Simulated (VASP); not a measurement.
```xyz
10
Lattice="2.9832 0.0000 0.0000 0.0000 4.2189 0.0000 0.0000 0.0000 25.5133" Properties=species:S:1:pos:R:3 pbc="T T T"
Al     1.4916     0.0000     8.5900
Al     1.4916     2.1095    10.6468
Al     1.4916     0.0000    12.7567
Al     1.4916     2.1095    14.8665
Al     1.4916     0.0000    16.9233
Ru     0.0000     2.1095     8.5527
Ru     0.0000     0.0000    10.6702
Ru     0.0000     2.1095    12.7567
Ru     0.0000     0.0000    14.8431
Ru     0.0000     2.1095    16.9606
```

Method: r2SCAN meta-GGA, VASP's PBE PAW potentials (set 64) (plane waves; VASP). Run with PREC = Normal, 400 eV cut-off, 9×7×1 Γ-centred mesh, first-order Methfessel-Paxton smearing of 0.10 eV, potentials Al Ru_pv.

Question: What does the run give for the energy per atom (σ→0), band gap (on the k-mesh) with the smallest direct gap where there is one?

Answer: 
```yaml
band gap (on the k-mesh): none (metal, semimetal or under 0.01 eV)
energy per atom (σ→0): -1584.1 kJ/mol-atom
```

The absolute energy has meaning only against runs of the same code, potentials and settings.

The cell is a thin slab with vacuum, built from RuAl (CsCl type): (110) face.
